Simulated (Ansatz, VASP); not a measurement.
**One calculation of SiHg3Se, two programs**

```
Si Se Hg
1.0
     6.00000    0.00000    0.00000
     0.00000    6.00000    0.00000
     0.00000    0.00000    6.00000
Si Se Hg
1 1 3
Direct
  0.00000 0.00000 0.00000
  0.50000 0.50000 0.50000
  0.50000 0.50000 0.00000
  0.50000 0.00000 0.50000
  0.00000 0.50000 0.50000
```

The cell comes from a database or a generator and needn't be the stable form of this composition.

Alike in both runs: task single point; functional PBE; k mesh 4 × 4 × 4; occupations gaussian, width 0.05 eV; no spin polarisation.

|  | VASP | Ansatz |
| --- | --- | --- |
| version | VASP 6.6.1 | Ansatz 0.2.0 |
| potentials or method | VASP PAW PBE potentials, release 64 (Si, Se, Hg) | scalar-relativistic, plane waves, PAW |
| plane-wave cutoff (eV) | 520 | 420 |
| valence electrons in the cell | 46 | 80 |

```tsv
	VASP	Ansatz	Ansatz less VASP
gap on the k mesh at the Fermi level (eV)	none	none	-
pressure (GPa)	-2.8	-2.8	-0.02
```

A gap of «none» marks a metal or a gap that the smearing closes. With one functional, cell and mesh, what is left measures potentials, basis and numerics. The two sets of potentials don't hold the same shells in valence.

Spin-orbit coupling is left out, which matters for the levels of Hg.
